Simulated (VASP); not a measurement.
Wanted: the native input for a VASP 6.6.1 run.

| Property | Result |
| --- | --- |
| Task | electrostatic potential |
| Functional | r2SCAN |
| Potentials or basis | VASP PAW PBE potentials, release 64 (Zn) |
| Cutoff | 520 eV |
| k mesh | 18 × 18 × 10 |
| Occupations | methfessel-paxton, width 0.1 eV |
| Spin | no spin polarisation |
| Further INCAR settings | ALGO = Normal; EDIFF = 1e-06 |

The structure of Zn lies in POSCAR:

```
Zn                                      
1.0
    2.5996374512      0.0000000000      0.0000000000
   -1.2998187256      2.2513520754     -0.0000000000
   -0.0000000000     -0.0000000000      4.9836878916
  Zn            
     2
Direct
     0.3333333300000021    0.6666666699999979    0.2500000000000000
     0.6666666699999979    0.3333333300000021    0.7500000000000000
```

The cell was built by a generator and needn't be a form met in nature.

One way to write it, as run:

INCAR

```
SYSTEM = Zn
PREC = Accurate
ENCUT = 520
EDIFF = 1E-6
ISMEAR = 1
SIGMA = 0.1
LREAL = .FALSE.
LASPH = .TRUE.
NELM = 80
ALGO = Normal
ISIF = 2
LWAVE = .FALSE.
LCHARG = .TRUE.
METAGGA = R2SCAN
LMIXTAU = .TRUE.
LVHAR = .TRUE.
```

KPOINTS

```
regular mesh
0
G
  18 18 10
  0 0 0
```

Potentials or basis: VASP PAW PBE potentials, release 64 (Zn).

Command:

```sh
$ cat potpaw_PBE.64/Zn/POTCAR > POTCAR
$ mpirun -np 1 vasp_std > vasp.out
```

Results of the run:

The pressure is 0.2 GPa and the band gap on the k mesh is none (metal or under the smearing width).

Caveat: the PAW data sets were made with another functional, which shifts forces and pressure a little.

It took 5 min on 1 thread of Intel(R) Xeon(R) Platinum 8488C (Sapphire Rapids), on a shared host, peak memory 0.22 GiB.
